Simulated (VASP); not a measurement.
Method: PBEsol GGA, VASP's PBE PAW potentials (set 64) (plane waves; VASP).

The input files of a VASP run:

**POSCAR**
```
Zn
4.6374450
  0.2845119765  -0.4927892882   0.0073918393
  0.2845119765   0.4927892882  -0.0073918393
  0.0000000000  -0.0149999991   0.9999999399
Zn
2
direct
  0.3333330000   0.6666670000   0.2500000000
  0.6666670000   0.3333330000   0.7500000000
```

File KPOINTS:
```
Automatic mesh
0
Gamma
14 14 8
0 0 0
```

### INCAR
```
SYSTEM=Zn
PREC=Accurate; ENCUT=480; LREAL=.FALSE.
LASPH=.TRUE.
EDIFF=1E-7; NELM=100; ALGO=Normal
LMAXMIX=4
ISMEAR=1; SIGMA=0.1
GGA=PS
ISIF=2
LWAVE=.FALSE.; LCHARG=.FALSE.
```

POTCAR, in this order: Zn (PBE.64 set). Program: vasp_std.

The run wrote:

File OSZICAR:
```
       N       E                     dE             d eps       ncg     rms          rms(c)
DAV:   1     0.904544923410E+02    0.90454E+02   -0.12255E+04 14072   0.230E+03
DAV:   2    -0.111965846827E+01   -0.91574E+02   -0.90264E+02 13992   0.292E+02
DAV:   3    -0.350379838364E+01   -0.23841E+01   -0.23809E+01 17000   0.589E+01
DAV:   4    -0.350997255681E+01   -0.61742E-02   -0.61740E-02 16056   0.299E+00
DAV:   5    -0.350998122521E+01   -0.86684E-05   -0.86683E-05 16872   0.926E-02    0.496E+00
DAV:   6    -0.319299428553E+01    0.31699E+00   -0.15429E+00 13976   0.287E+01    0.351E+00
DAV:   7    -0.317719197052E+01    0.15802E-01   -0.50989E-02 17480   0.435E+00    0.182E+00
DAV:   8    -0.316949006080E+01    0.77019E-02   -0.19992E-03 19160   0.749E-01    0.546E-02
DAV:   9    -0.316944112504E+01    0.48936E-04   -0.24628E-04 19248   0.254E-01    0.299E-02
DAV:  10    -0.316944503875E+01   -0.39137E-05   -0.21414E-05 14872   0.466E-02    0.311E-03
DAV:  11    -0.316944487528E+01    0.16347E-06   -0.61276E-07 17008   0.137E-02    0.210E-03
DAV:  12    -0.316944458114E+01    0.29414E-06   -0.23189E-08  8576   0.342E-03    0.548E-04
DAV:  13    -0.316944459827E+01   -0.17130E-07   -0.85979E-09  7808   0.141E-03
   1 F= -.31694446E+01 E0= -.31694623E+01  d E =0.530131E-04
```

File OUTCAR:
```
------------------------ aborting loop because EDIFF is reached ----------------------------------------
  FORCE on cell =-STRESS in cart. coord.  units (eV):
  Direction    XX          YY          ZZ          XY          YZ          ZX
  --------------------------------------------------------------------------------------
  Total        0.1587697      0.1419823      0.0615446      0.0000000      0.2805610      0.0000000
  in kB        9.0980372      8.1360646      3.5267126      0.0000000     16.0770953      0.0000000
  external PRESSURE =       6.9202715 kB  Pullay stress =       0.0000000 kB
  volume of cell :       27.96
      direct lattice vectors                 reciprocal lattice vectors
     1.319408643 -2.285283221  0.034279248     0.378957651 -0.218840501 -0.003282608
     1.319408643  2.285283221 -0.034279248     0.378957651  0.218840501  0.003282608
     0.000000000 -0.069561671  4.637444721     0.000000000  0.003235268  0.215684523
 POSITION                                       TOTAL-FORCE (eV/Angst)
 -----------------------------------------------------------------------------------
      1.31941      0.74437      1.14793         0.000000      0.004207      0.000356
      1.31941     -0.81393      3.48951         0.000000     -0.004207     -0.000356
 -----------------------------------------------------------------------------------
    total drift:                               -0.000000     -0.000000      0.000000
  FREE ENERGIE OF THE ION-ELECTRON SYSTEM (eV)
  ---------------------------------------------------
  free  energy   TOTEN  =        -3.1694445983 eV

  energy  without entropy=       -3.1694976114  energy(sigma->0) =       -3.16946227
```
(Selected blocks of OUTCAR.)

The compound is Zn in the hcp structure. This cell was strained or had an atom moved on purpose.
